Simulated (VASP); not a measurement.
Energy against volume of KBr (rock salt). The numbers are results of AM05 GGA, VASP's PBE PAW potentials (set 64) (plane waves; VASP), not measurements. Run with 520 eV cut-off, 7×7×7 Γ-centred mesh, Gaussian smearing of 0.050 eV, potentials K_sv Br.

```
V (Å³/atom)  E (eV/atom)
-----------  -----------
34.920          -3.06167
36.034          -3.06648
37.148          -3.06809
38.263          -3.06702
```

Question: Fit these four points and predict the energy of the run at 39.377 Å³/atom.

Answer: A cubic in V^(−2/3), the third-order Birch-Murnaghan form, passes through the four points with V0 = 37.23 Å³/atom and B0 = 13 GPa, and gives -3.0637 eV/atom there. The run gave -3.0637 eV/atom, +0.0 meV/atom from the fit; all five points give B0 = 13 GPa.

The compound is KBr in the rock salt structure. It was relaxed first.
